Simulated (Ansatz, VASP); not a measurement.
## NbSiB (NbSiB in the AlB2 type) in two plane-wave programs

One calculation is typed for both programs; each brings its own data sets. How far apart do they land? The cell is generated by rule, not measured, and may not be a known phase. The cell is taken from a series of runs on this material, whose earlier steps may have relaxed, scaled, displaced or heated it; both programs get it as it stands.

Method: plane waves, with VASP 6.6.1 beside it; relaxation of cell and atoms at PBE and zone-centre phonons at PBE, in Ansatz 0.2.0.

The structure was built from a prototype and need not be the compound's stable phase.

**1. Set-up**

It takes space group P-6m2 (No. 187, hexagonal). Conventional cell: a = 3.487 Å, b = 3.487 Å, c = 3.470 Å, α = 90.00°, β = 90.00°, γ = 120.00°. Nearest to Nb lie 6 B at 2.66 Å and 6 Si at 2.66 Å. Nearest to B lie 3 Si at 2.01 Å and 6 Nb at 2.66 Å. Nearest to Si lie 3 B at 2.01 Å and 6 Nb at 2.66 Å. Farther neighbours are not listed.

**2. VASP: relaxation of cell and atoms, PBE, pair 1**

The relaxed volume is the usual yardstick between codes: in a stiff, nearly cubic crystal its relative difference is about their pressure difference at one cell divided by the bulk modulus.

Lines of VASP's logs that name or quote its potential files are left out, and so is its time.

INCAR reads:

```
SYSTEM = NbSiB
PREC = Accurate
ENCUT = 500
EDIFF = 1E-07
NELM = 120
ISMEAR = 1
SIGMA = 0.2
LREAL = .FALSE.
ALGO = Normal
GGA = PE
NBANDS = 16
LASPH = .TRUE.
LORBIT = 11
LWAVE = .FALSE.
LCHARG = .FALSE.
ISIF = 3
IBRION = 2
NSW = 80
EDIFFG = -0.005
GGA_COMPAT = .FALSE.
NELMIN = 4
KPAR = 2
```

POSCAR reads:

```
NbSiB
1.0
    3.4874800000      0.0000000000      0.0000000000
   -1.7437400000      3.0202460000      0.0000000000
    0.0000000000      0.0000000000      3.4698590000
Nb B Si
1 1 1
Direct
    0.0000000000      0.0000000000      0.0000000000
    0.3333333333      0.6666666667      0.5000000000
    0.6666666667      0.3333333333      0.5000000000
```

KPOINTS reads:

```
Automatic mesh
0
Gamma
9 9 8
0 0 0
```

PAW data sets: Nb_sv, B and Si (PBE family, release 64).

Started as:

```
$ mpirun -np 2 vasp_std
```

Numbers of over 12 decimals in the logs are rounded to 6 here.

Output:

```text
[banner, memory and clock lines left out]
running    2 mpi-ranks, on    1 nodes
 distrk:  each k-point on    1 cores,    2 groups
 distr:  one band on    1 cores,    1 groups

 POSCAR found type information on POSCAR NbB Si
 POSCAR found :  3 types and       3 ions
 LDA part: xc-table for (Slater+PW92), standard interpolation
 POSCAR, INCAR and KPOINTS ok, starting setup
 FFT: planning ... GRIDC
 FFT: planning ... GRID_SOFT
 FFT: planning ... GRID
 WAVECAR not read
 entering main loop
       N       E                     dE             d eps       ncg     rms          rms(c)
DAV:   1     0.131122023412E+03    0.13112E+03   -0.10360E+04  1920   0.119E+03
DAV:   2    -0.192537002289E+02   -0.15038E+03   -0.14677E+03  2432   0.372E+02
DAV:   3    -0.250578219766E+02   -0.58041E+01   -0.56701E+01  3200   0.605E+01
DAV:   4    -0.252291130088E+02   -0.17129E+00   -0.17113E+00  2368   0.999E+00
DAV:   5    -0.252355082342E+02   -0.63952E-02   -0.63938E-02  3256   0.180E+00    0.108E+01
DAV:   6    -0.226884784281E+02    0.25470E+01   -0.16879E+01  3048   0.252E+01    0.396E+00
DAV:   7    -0.225986318985E+02    0.89847E-01   -0.99341E-01  2544   0.855E+00    0.243E+00
DAV:   8    -0.225916297634E+02    0.70021E-02   -0.36761E-02  2864   0.151E+00    0.463E-01
DAV:   9    -0.225914814293E+02    0.14833E-03   -0.39170E-03  3192   0.431E-01    0.201E-01
DAV:  10    -0.225915299678E+02   -0.48539E-04   -0.40013E-04  2664   0.177E-01    0.169E-02
DAV:  11    -0.225915223161E+02    0.76517E-05   -0.39788E-05  2632   0.557E-02    0.945E-03
DAV:  12    -0.225915229531E+02   -0.63701E-06   -0.28658E-06  2472   0.129E-02    0.373E-03
DAV:  13    -0.225915229305E+02    0.22637E-07   -0.20869E-07  2248   0.348E-03
   1 F= -.22591523E+02 E0= -.22592116E+02  d E =-.225915E+02
 curvature:   0.00 expect dE= 0.000E+00 dE for cont linesearch  0.000E+00
 trial: gam= 0.00000 g(F)=  0.336E-45 g(S)=  0.280E-03 ort = 0.000E+00 (trialstep = 0.100E+01)
 search vector abs. value=  0.280E-03
 bond charge predicted
       N       E                     dE             d eps       ncg     rms          rms(c)
DAV:   1    -0.225935482962E+02   -0.20253E-02   -0.59283E-02  2392   0.308E+00    0.337E-01
DAV:   2    -0.225917689606E+02    0.17793E-02   -0.11001E-02  2592   0.106E+00    0.115E-01
DAV:   3    -0.225914915698E+02    0.27739E-03   -0.65875E-04  2632   0.174E-01    0.521E-02
DAV:   4    -0.225914614753E+02    0.30095E-04   -0.43338E-04  3296   0.155E-01    0.352E-02
DAV:   5    -0.225914752977E+02   -0.13822E-04   -0.13732E-05  2216   0.325E-02    0.217E-02
DAV:   6    -0.225914944337E+02   -0.19136E-04   -0.28526E-05  3456   0.331E-02    0.420E-03
DAV:   7    -0.225914951941E+02   -0.76041E-06   -0.10868E-06  2328   0.887E-03    0.195E-03
DAV:   8    -0.225914955009E+02   -0.30675E-06   -0.72775E-08  1880   0.278E-03    0.406E-04
DAV:   9    -0.225914955608E+02   -0.59890E-07   -0.19972E-08  1144   0.183E-03
   2 F= -.22591496E+02 E0= -.22592098E+02  d E =0.273697E-04
 trial-energy change:    0.000027  1 .order    0.000034   -0.000280    0.000347
 step:   0.4613(harm=  0.4464)  dis= 0.00000  next Energy=   -22.591588 (dE=-0.652E-04)
 bond charge predicted
       N       E                     dE             d eps       ncg     rms          rms(c)
DAV:   1    -0.225921886838E+02   -0.69318E-03   -0.17187E-02  2392   0.166E+00    0.181E-01
DAV:   2    -0.225916783375E+02    0.51035E-03   -0.32254E-03  2608   0.575E-01    0.621E-02
DAV:   3    -0.225915970050E+02    0.81332E-04   -0.19334E-04  2584   0.940E-02    0.284E-02
DAV:   4    -0.225915856469E+02    0.11358E-04   -0.13148E-04  3288   0.851E-02    0.192E-02
DAV:   5    -0.225915875230E+02   -0.18761E-05   -0.39708E-06  2192   0.176E-02    0.119E-02
DAV:   6    -0.225915885777E+02   -0.10547E-05   -0.80469E-06  3544   0.178E-02    0.221E-03
DAV:   7    -0.225915883676E+02    0.21009E-06   -0.28521E-07  2296   0.480E-03    0.105E-03
DAV:   8    -0.225915882113E+02    0.15627E-06   -0.22970E-08  1272   0.156E-03    0.197E-04
DAV:   9    -0.225915881746E+02    0.36717E-07   -0.79365E-09  1032   0.114E-03
   3 F= -.22591588E+02 E0= -.22592186E+02  d E =-.652441E-04
 curvature:  -0.22 expect dE=-0.951E-06 dE for cont linesearch -0.497E-07
 trial: gam= 0.04344 g(F)=  0.887E-46 g(S)=  0.426E-05 ort =-0.790E-05 (trialstep = 0.892E+00)
 search vector abs. value=  0.411E-05
 reached required accuracy - stopping structural energy minimisation
```

From OUTCAR (step 2):

```text
ion  position               nearest neighbor table
   1  0.000  0.000  0.000-   3 2.66   3 2.66   3 2.66   3 2.66   3 2.66   3 2.66
   2  0.333  0.667  0.500-   3 2.01   3 2.01   3 2.01
   3  0.667  0.333  0.500-   2 2.01   2 2.01   2 2.01   1 2.66   1 2.66   1 2.66   1 2.66   1 2.66
                             1 2.66

  LATTYP: Found a hexagonal cell.
 ALAT       =     3.4874800000
 C/A-ratio  =     0.9949473545

 Subroutine GETGRP returns: Found 12 space group operations
 (whereof 12 operations were pure point group operations)

The static configuration has the point symmetry D_3h.

 Found     60 irreducible k-points:

   k-points           NKPTS =     60   k-points in BZ     NKDIM =     60   number of bands    NBANDS=     16

   dimension x,y,z NGX =    28 NGY =   28 NGZ =   28
   dimension x,y,z NGXF=    56 NGYF=   56 NGZF=   56

   ENCUT  =  500.0 eV  36.75 Ry    6.06 a.u.   6.36  6.36  6.33*2*pi/ulx,y,z

   NELECT =      20.0000    total number of electrons

 k-points in reciprocal lattice and weights: Automatic mesh
   0.00000000  0.00000000  0.00000000       0.002
   0.11111111 -0.00000000  0.00000000       0.009
   0.22222222 -0.00000000  0.00000000       0.009
   0.33333333 -0.00000000  0.00000000       0.009
   0.44444444 -0.00000000  0.00000000       0.009
   0.11111111  0.11111111  0.00000000       0.009
   0.22222222  0.11111111  0.00000000       0.019
   0.33333333  0.11111111  0.00000000       0.019
   0.44444444  0.11111111  0.00000000       0.009
[...]
0.33333333  0.22222222  0.50000000       0.019
   0.33333333  0.33333333  0.50000000       0.003

 average (electrostatic) potential at core
       1 -77.4038       2 -21.6861       3 -77.9683

 E-fermi :  12.0868

 k-point     1 :       0.0000    0.0000    0.0000
  band No.  band energies     occupation
    ...
      5      -1.9241      2.00000
      6       7.5766      2.00000
      7       7.5766      2.00000
      8       8.2490      2.00000
      9       9.3317      2.00000
     10      12.3789     -0.05875
     11      12.3789     -0.05875
     12      13.2833     -0.00000
     13      13.3731     -0.00000
     14      13.3731     -0.00000
    ...

 k-point     2 :       0.1111   -0.0000    0.0000
  band No.  band energies     occupation
    ...
      5      -1.7188      2.00000
      6       6.9124      2.00000
      7       7.6024      2.00000
      8       8.3345      2.00000
      9       9.0472      2.00000
     10      12.2784     -0.04049
     11      12.7607     -0.00002
     12      12.8049     -0.00000
     13      13.0702     -0.00000
     14      14.0650     -0.00000
    ...

 k-point     3 :       0.2222   -0.0000    0.0000
  band No.  band energies     occupation
    ...
      6       5.5333      2.00000
      7       7.6398      2.00000
      8       8.3731      2.00000
      9       8.5343      2.00000
     10      12.0408      1.37773
     11      12.1621      0.41030
     12      12.8040     -0.00000
     13      13.5193     -0.00000
     14      15.2193     -0.00000
     15      16.5169      0.00000
    ...

  Total        0.0089414      0.0089414     -0.0102574     -0.0000000     -0.0000000     -0.0000000
  in kB        0.3926336      0.3926335     -0.4504184     -0.0000000     -0.0000000     -0.0000000
  external PRESSURE =       0.1116162 kB  Pullay stress =       0.0000000 kB

  energy-cutoff  :      500.00
  volume of cell :       36.49
      direct lattice vectors                 reciprocal lattice vectors
     3.485570961  0.000000000  0.000000000     0.286897042  0.165640100 -0.000000000
    -1.742785481  3.018592724 -0.000000000    -0.000000000  0.331280200 -0.000000000
     0.000000000  0.000000000  3.467780503    -0.000000000  0.000000000  0.288368886

 POSITION                                       TOTAL-FORCE (eV/Angst)
 -----------------------------------------------------------------------------------
      0.00000      0.00000      3.46778        -0.000000     -0.000000      0.000000
     -0.00000      2.01240      1.73389        -0.000000      0.000000      0.000000
      1.74279      1.00620      1.73389         0.000000      0.000000      0.000000
 -----------------------------------------------------------------------------------
    total drift:                               -0.000000      0.000000      0.000000

  FREE ENERGIE OF THE ION-ELECTRON SYSTEM (eV)
  ---------------------------------------------------
  free  energy   TOTEN  =       -22.5915881746 eV

  energy  without entropy=      -22.5933811863  energy(sigma->0) =      -22.59218585

 reached required accuracy - stopping structural energy minimisation

 total charge
# of ion       s       p       d       tot
------------------------------------------
    1        2.122   5.995   2.586  10.704
    2        0.654   1.188   0.000   1.842
    3        0.717   1.041   0.000   1.757
--------------------------------------------------
tot          3.493   8.224   2.586  14.303

[... 3 further parts left out ...]
```

**3. Ansatz: relaxation of cell and atoms, PBE, pair 1**

Ansatz runs on its PAW soft_1 files.

The same cell, functional, mesh and smearing now go to Ansatz, which takes its cutoff from its data sets.

input.yaml reads:

```yaml
crystal:
  lattice:
    - [3.4874800575, 0.0, 0.0]
    - [-1.7437400288, 3.020246325, 0.0]
    - [0.0, 0.0, 3.469858857]
  atoms:
    - { symbol: Nb, position: [0.0, 0.0, 0.0] }
    - { symbol: B, position: [0.3333333333, 0.6666666667, 0.5] }
    - { symbol: Si, position: [0.6666666667, 0.3333333333, 0.5] }
kpoints:
  mp_grid: { grid: [9, 9, 8] }
hamiltonian:
  xc: pbe
  pseudopotentials: { kind: paw, azcp: { folder: soft_1 } }
scf:
  occupations: { method: methfessel_paxton, width: 0.2 }
output:
  forces: true
  stress: true
  eigenvalues: true
relax:
  adjacent_minimum: "off"
  f_tol: 0.001
  max_steps: 60
  cell: { stress_tol: 0.01 }
```

Started as:

```
$ ansatz run input.yaml --threads 4 --pin off --max-ram 12288MiB --backend cpu --events-out ev --progress --plain --runs-dir out
```

Output:

```text
Engine: ansatz 0.2.0, x86_64-unknown-linux-gnu
Pseudopotentials: kind: paw
Pseudopotential: Nb, paw, valence charge 13, recommended cutoff 420 eV (normal), soft_1/Nb.paw.azcp
Pseudopotential: B, paw, valence charge 3, recommended cutoff 420 eV (normal), soft_1/B.paw.azcp
Pseudopotential: Si, paw, valence charge 4, recommended cutoff 420 eV (normal), soft_1/Si.paw.azcp
Functional definition: PBE
  parameter kappa = 0.804
  parameter beta = 0.066725
  exchange = pbe_x(kappa = kappa, mu = beta*pi^2/3)
  correlation = pbe_c(beta = beta)
Crystal: 3 atoms, lattice volume = 36.548 Å³
Basis set: ecut = 420 eV, 701 PW (Γ), exchange–correlation on 48×48×48 points (8 copies of the dense FFT grid, shifted against one another)
Bands: 14, of which v1, the nominal top of the filled ones, is band 10 counted from 1 (9 counted from 0)
Symmetry: 12 space group operations
Space group: P-6m2 (ITA 187), of the structure as read, at distance tolerance 3.3e-5 Å
k-points: 60 of 648 (time reversal used)
Non-local potential: Nb, projectors of the file, l = 0: 3, l = 1: 2, l = 2: 2, l = 3: 1
Non-local potential: B, projectors of the file, l = 0: 2, l = 1: 2, l = 2: 1
Non-local potential: Si, projectors of the file, l = 0: 2, l = 1: 2, l = 2: 1
PAW form: soft (Blöchl's): semilocal exchange-correlation on the pseudo side does not see the compensation charge
PAW one-centre angular grid: Nb, 590 points (default); XC on 64 Gauss nodes
PAW one-centre angular grid: B, 110 points (default); XC on 64 Gauss nodes
PAW one-centre angular grid: Si, 110 points (default); XC on 64 Gauss nodes
Initial density: superposition of atomic densities (chi_scale 0.1, normalization cell, long waves kept (reshape's long-wave potential 0.00 eV rms))
Initial wavefunctions: pseudopotential atomic-orbital guess
Functional: x = pbe(κ = 0.804, μ = 0.219515), c = pbe(β = 0.066725)
SCF iter   1: F=—  HF=-5346.243719 eV  |F-HF|=—  |Δ(HF+E_count)|=         —  Δρ=1.04e-1  dr2=8.26e0  ethr=3.10e-3  ⟨swp⟩=5.3  Hψ=4950  notcnv=0
preconditioner: auto → none  [metal: Δε(μ)=0.053 eV  Ē_g=8.516 eV  σ=0.200 eV  W_gap=0.22  n_scr=8 (ndim 8)  ℏωp=21.3 eV  f_vac=0.000  D(μ)=1.14/eV (n_scr^D=8)  sad-step TF]
SCF iter   2: F=—  HF=-5345.123237 eV  |F-HF|=—  |Δ(HF+E_count)|=    1.12e0  S|Δr|=    0.00e0  Δρ=6.97e-2  dr2=3.73e0  ethr=3.10e-3  ⟨swp⟩=2.6  Hψ=1831  notcnv=0  defer=4
SCF iter   3: F=—  HF=-5344.284836 eV  |F-HF|=—  |Δ(HF+E_count)|=   8.38e-1  S|Δr|=    0.00e0  Δρ=6.05e-3  dr2=1.30e-2  ethr=3.10e-3  ⟨swp⟩=3.2  Hψ=1860  notcnv=0  defer=4
SCF iter   4: F=—  HF=-5344.284292 eV  |F-HF|=—  |Δ(HF+E_count)|=   5.44e-4  S|Δr|=    0.00e0  Δρ=1.58e-3  dr2=1.18e-3  ethr=6.52e-5  ⟨swp⟩=2.8  Hψ=1884  notcnv=0  defer=3
SCF iter   5: F=—  HF=-5344.283906 eV  |F-HF|=—  |Δ(HF+E_count)|=   3.86e-4  S|Δr|=    0.00e0  Δρ=3.53e-4  dr2=5.85e-5  ethr=5.89e-6  ⟨swp⟩=2.6  Hψ=1363  notcnv=0  defer=3
SCF iter   6: F=—  HF=-5344.283897 eV  |F-HF|=—  |Δ(HF+E_count)|=   9.25e-6  S|Δr|=    0.00e0  Δρ=5.41e-5  dr2=4.85e-7  ethr=2.92e-7  ⟨swp⟩=2.6  Hψ=1299  notcnv=0  defer=3
SCF iter   7: F=-5344.283897 eV  HF=-5344.283897 eV  |F-HF|=5.98e-8  |Δ(HF+E_count)|=   3.81e-7  S|Δr|=    0.00e0  Δρ=1.39e-5  dr2=8.76e-8  ethr=5.00e-10  ⟨swp⟩=6.2  Hψ=4309  notcnv=0
SCF 1 converged in 7 iterations: F = -5344.283897 eV  dr2 = 8.76e-8
  greatest PAW one-centre occupation: 0.998 electrons in one spin orbital (limit 2), on the Nb atom at site 0 (counted from 0), in its partial waves of l = 0
relax step   1: F+E_penalty+E_count = -5344.28389699 eV  Δ(F+E_penalty+E_count) = +0.000e0 eV  max|allowed force component| = 1.234e-16 eV/Å  Δτ_max = 0.0000 Å  P = -0.055 GPa  Ω = 36.548 Å³  (7 SCF iters, dr2 threshold 1.00e-7 eV, accepted)
[...]
relax step   2: F+E_penalty+E_count = -5344.28390323 eV  Δ(F+E_penalty+E_count) = -6.242e-6 eV  max|allowed force component| = 1.141e-16 eV/Å  Δτ_max = 0.0000 Å  P = +0.016 GPa  Ω = 36.534 Å³  energy of the carried Pulay correction = +4.840e-6 eV  (3 SCF iters, dr2 threshold 9.60e-9 eV, accepted)
[...]
relax step   3: F+E_penalty+E_count = -5344.28390240 eV  Δ(F+E_penalty+E_count) = +8.305e-7 eV  max|allowed force component| = 1.234e-16 eV/Å  Δτ_max = 0.0000 Å  P = -0.000 GPa  Ω = 36.538 Å³  energy of the carried Pulay correction = +3.515e-6 eV  (2 SCF iters, dr2 threshold 3.05e-9 eV, accepted)
[...]
relax step   4: F+E_penalty+E_count = -5344.28390149 eV  Δ(F+E_penalty+E_count) = +9.103e-7 eV  max|allowed force component| = 1.449e-16 eV/Å  Δτ_max = 0.0000 Å  P = -0.000 GPa  Ω = 36.538 Å³  stress off target by 3.87e-4 GPa  SCF on the basis re-selected at this cell (its energy is not comparable with the rows above)  (5 SCF iters)
basis re-selected at this cell: Δ(F+E_penalty+E_count) = +9.103e-7 eV, ΔP = -0.000 GPa vs the last step (what re-selecting the basis moved, of the pressure what is left beyond the Pulay correction that the steps carried, after the strain that the cell walked since its last selection, with what the two solves' SCF thresholds leave and, on support functions, any second-order correction that the steps lacked; it is no m [...]
SCF converged after 5 iterations
Stability not checked: this state was not tested for a lower state beside it, because cold or Methfessel-Paxton smearing, or corrected tetrahedra, fill the levels in a way that the test cannot read (fill_not_monotonic; see scf.lower_state_search)
Free energy (F): -5344.283901 eV
Harris-Foulkes:  -5344.283901 eV  (|F-HF|=1.82e-12)
Internal energy: -5344.285682 eV  (E = F + TS)
E sigma→0 (E₀):  -5344.284347 eV
Entropy (-TS):   0.001781 eV (0.594 meV/atom)
Fermi energy:    16.149676 eV
--- Per-component energies (eV) ---
  E_band       = -47.113804
  E_kinetic    = 466.718020
  E_local      = -783.082082  (includes V_loc(G=0)·N_el)
  E_nonlocal   = 126.143496
  E_hartree    = 277.295524
  E_xc         = -256.835771
  E_vxc        = -289.636127  (∫ρ·V_xc dr)
  E_paw        = -3672.244351  (= ΣΔE_a)
  E_vpaw       = -121.848241  (= ΣTr[D̂ρ^β])
  E_aug_tail   = 0.000080  (compensation charges beyond the density's cutoff)
  E_ewald      = -1502.280597
  E_smearing   = 0.001781  (= −TS)
  E_closure    = 0.000000  (closes the sum)
  Σ components = -5344.283901   (vs F -5344.283901, Δ=0.00e0)
--- Forces (eV/Å), atoms counted from 1 ---
  atom   1  Nb     0.00000000     0.00000000     0.00000000
  atom   2  B     -0.00000000    -0.00000000     0.00000000
  atom   3  Si    -0.00000000     0.00000000     0.00000000
  max |Σ_I F_I| component: 1.20e-16 eV/Å
--- Stress (GPa, compression-positive) ---
       -0.000387       0.000000       0.000000
        0.000000      -0.000387       0.000000
        0.000000       0.000000      -0.000235
  P = ⅓ Tr σ = -0.0003 GPa (-0.003 kbar)
--- Band table (eV; the first three rows and the last of 60) ---
  k-point 0: bands = [... 6 lower, 11.6429, 12.3180, 13.3984, 16.4394, 16.4394, 17.3348, 17.4369, 17.4369]
  k-point 1: bands = [... 6 lower, 11.7918, 11.7918, 14.1260, 15.4807, 15.4807, 17.4900, 17.7572, 17.7572]
  k-point 2: bands = [... 6 lower, 12.2224, 12.2224, 14.4331, 14.4331, 15.2545, 16.8425, 16.8425, 17.9300]
  k-point 59: bands = [... 6 lower, 10.0653, 11.5164, 11.9128, 17.6094, 18.0853, 18.4270, 18.7952, 19.2375]
--- Relaxed structure (3 steps of the walk, 3 accepted, 1 SCFs on fresh bases) ---
  F+E_penalty+E_count = -5344.28390149 eV   max|allowed force component| = 1.449e-16 eV/Å   (the final SCF, on the basis selected at the relaxed cell)
  cell:  # Å, volume = 36.5380 Å³
    - [3.487277, 2.886573045168152e-11, 0.0]
    - [-1.743638, 3.020070, 0.0]
    - [0.0, 0.0, 3.469294]
  atoms:
    - { symbol: Nb, position: [0, 0, 0.0] }
    - { symbol: B, position: [0.333333, 0.666667, 0.5] }
    - { symbol: Si, position: [0.666667, 0.333333, 0.5] }
```

In the SCF lines HF is the Harris–Foulkes energy and dr2 the Hartree energy of the density residual, in eV; the loop may stop once dr2 is under the threshold and the program's other checks hold. Hψ counts applications of the Hamiltonian.

**4. Side by side**

Known differences besides the potentials themselves: the cutoff is 420 eV in Ansatz and 500 eV in VASP; Ansatz adds a Pulay correction to the stress that steers its cell, VASP none. Total energies have different zeros and are not compared.

Both answers:

| quantity | Ansatz | VASP | difference |
| --- | --- | --- | --- |
| volume (Å³) | 36.54 | 36.49 | +0.14 % |
| edge a after relaxation, in the typed setting (Å) | 3.487 | 3.486 | +0.05 % |
| edge c after relaxation, in the typed setting (Å) | 3.469 | 3.468 | +0.04 % |

[end of part 1 of 2]

[Lines on the potential files, build, host, timing and source positions are cut from VASP's logs without a mark.]

[Logs are printed without paths, hosts, clocks, repeated set-up lines and the standing remarks that a program may print on its own settings, such as how far it seeks lower states.]

[Hosts, paths, dates, database ids (printed as entryN), source tags and the programs' standing remarks are cut or masked in the printed files.]
